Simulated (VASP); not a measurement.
VASP ran on this input.

### POSCAR
```
FeSi2
1.0
  4.9071550000  -3.8488200000   0.0000000000
  4.9071550000   3.8488200000   0.0000000000
  0.0000000000   0.0000000000   7.7500300000
Fe Si
8 16
Cart
  4.8991906874  -2.2442046050   2.4709188148
  4.9476831931   2.3855255777   5.3220541014
  4.8875999873  -1.4240287606   6.3752754284
  4.7290105520   1.5005433022   1.4759002131
  6.9616973769   0.0118582144   0.0437954195
  2.8679965541   0.0446155214  -0.0566837194
  7.5967568412  -0.0152798154   4.0595742144
  2.1587752562   0.0840197406   3.9159739085
  6.0122119559   0.2688901117   5.5895076367
  3.7218218954  -0.4545841302   2.0047157602
  8.4729686237  -0.2447849520   1.6999225803
  1.2078667603   0.4101071663   6.0365991174
  6.1811211382  -0.3864754115   2.1007308818
  3.6739722270   0.2983258870   5.6860962606
  8.5986359561   0.2377916461   6.0869898124
  1.3661961164  -0.4300094145   1.7806391428
  6.2652788464  -1.7459171237   4.2088785424
  3.6172602367   1.7589723211   3.4910862638
  3.5467051621  -2.1582412103   0.3679481743
  6.1590094977   2.0957979546   7.2708533951
  6.3475325785   1.7686713475   3.4608688969
  3.7517457266  -1.8108467171   4.2792333147
  3.5642384269   2.1501471418   7.3129360580
  6.2364394965  -2.1008976411   0.2665235317
```

KPOINTS:
```
Automatic mesh
0
Gamma
4 4 4
0 0 0
```

### INCAR
```
# general
SYSTEM =FeSi2
PREC   =Accurate
ENCUT  =210
LREAL  =Auto
LASPH  =.TRUE.

# electronic loop
EDIFF  =1E-6
NELM   =100
ALGO   =Normal
LMAXMIX=4

# smearing
ISMEAR =0
SIGMA  =0.5

# functional
GGA    =PS

# ions
ISIF   =2

# output
LWAVE  =.FALSE.
LCHARG =.FALSE.
```

POTCAR, in this order: Fe Si (PBE.64 set). Program: vasp_std.

Q: Write an equivalent input for Quantum ESPRESSO's pw.x.

A: One equivalent input (not run):
```
&CONTROL
  calculation = 'scf'
  pseudo_dir = './pseudo'
  outdir = './out'
  tprnfor = .true.
  tstress = .true.
/
&SYSTEM
  ibrav = 0
  nat = 24
  ntyp = 2
  ecutwfc = 90
  occupations = 'smearing'
  smearing = 'gaussian'
  degauss = 0.03675
  input_dft = 'pbesol'
/
&ELECTRONS
  conv_thr = 7.3e-08
  electron_maxstep = 100
/
ATOMIC_SPECIES
  Fe 55.845 Fe.upf
  Si 28.085 Si.upf
CELL_PARAMETERS angstrom
     4.9071550   -3.8488200    0.0000000
     4.9071550    3.8488200    0.0000000
     0.0000000    0.0000000    7.7500300
ATOMIC_POSITIONS crystal
  Fe   0.7907330  0.2076440  0.3188270
  Fe   0.1942260  0.8140330  0.6867140
  Fe   0.6830030  0.3130120  0.8226130
  Fe   0.2869130  0.6767840  0.1904380
  Fe   0.7078010  0.7108820  0.0056510
  Fe   0.2864300  0.2980220 -0.0073140
  Fe   0.7760340  0.7720640  0.5238140
  Fe   0.2090470  0.2308770  0.5052850
  Si   0.5776650  0.6475280  0.7212240
  Si   0.4382790  0.3201690  0.2586720
  Si   0.8951280  0.8315280  0.2193440
  Si   0.0697950  0.1763490  0.7789130
  Si   0.6800140  0.5796000  0.2710610
  Si   0.3355930  0.4131040  0.7336870
  Si   0.8452410  0.9070240  0.7854150
  Si   0.1950670  0.0833420  0.2297590
  Si   0.8651940  0.4115700  0.5430790
  Si   0.1400620  0.5970780  0.4504610
  Si   0.6417580  0.0810040  0.0474770
  Si   0.3552890  0.8998190  0.9381710
  Si   0.4169950  0.8765310  0.4465620
  Si   0.6175200  0.1470260  0.5521570
  Si   0.0838420  0.6424930  0.9436010
  Si   0.9083710  0.3625160  0.0343900
K_POINTS automatic
  4 4 4 0 0 0
```
The two are equivalent in intent, not identical: the potentials are each code's own (VASP's PAW set, PseudoDojo norm-conserving files in pw.x), so ENCUT and ecutwfc are chosen apart and not converted; conv_thr bounds pw.x's estimated SCF error, while EDIFF bounds the energy change between steps.

The structure comes from a computed database's FeSi2 entry, a phase known from measurement. The cell was not relaxed at this level. The run is one of a series of settings (ENCUT = 210, SIGMA = 0.5, KPOINTS 4×4×4 Γ-centred mesh against the base run), some of them coarse on purpose.
